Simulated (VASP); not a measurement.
Data:

```
CELL_PARAMETERS angstrom
      2.81237     0.00000     0.00000
      0.00000     2.81237     0.00000
      0.00000     0.00000     4.04651
ATOMIC_POSITIONS crystal
  Ti 0.00000 0.00000 0.00000
  Al 0.50000 0.50000 0.50000
```

Computed with rev-vdW-DF2, VASP's PBE PAW potentials (set 64) (plane waves; VASP). Settings: 520 eV cut-off, Gaussian smearing of 0.050 eV, potentials Ti_sv Al.

Problem. Give the energies of bands 5 to 10 at the high-symmetry points, in eV from the Fermi level.

Solution. 
```csv
band,Γ,X,M,Z,R,A
5,-9.07,-4.56,-3.21,-7.59,-4.96,-2.53
6,-1.87,-4.54,-0.46,-5.23,-2.93,-2.31
7,-0.89,-1.73,-0.46,-0.71,-1.19,-2.31
8,-0.32,-0.27,-0.41,0.62,-1.10,1.80
9,2.15,1.75,-0.24,1.79,1.37,2.13
10,2.15,2.51,-0.24,1.79,1.80,2.78
```

It has no gap at this level: it comes out as a metal or semimetal.

The compound is TiAl in the L1_0 structure. It was relaxed first. The electron count is odd and the run is not spin-polarised, which forces a metal.
